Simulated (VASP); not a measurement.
CeO$_{2}$ (fluorite): the mBJ gap over mesh and path against the volume, with the cell scaled uniformly; PBEsol's own equilibrium is at 13.102 Å³/atom. VASP (PAW), 520 eV cut-off, 8×8×8 Γ-centred mesh, Gaussian smearing of 0.050 eV, potentials Ce O. mBJ is a potential without an energy functional, so only the levels count. Fit the value as a straight line in ln V.

```csv
V (Å³/atom),mBJ gap over mesh and path (eV)
11.53,2.538
11.923,2.427
12.316,2.319
12.709,2.214
13.102,2.114
13.495,2.017
```

Task: Fit the rows as the text says and predict the value at 13.889.

Result: The slope against ln V is -3.31 eV, the volume deformation potential of this gap. The line misses the rows by up to 0.001 and gives 1.921 at 13.889. The run gave 1.925, +0.004 from the line.

Left out are failed runs and those whose mesh is unfit for this quantity.

The compound is CeO2 in the fluorite structure. The run is not spin-polarised, so no magnetic state was tried.
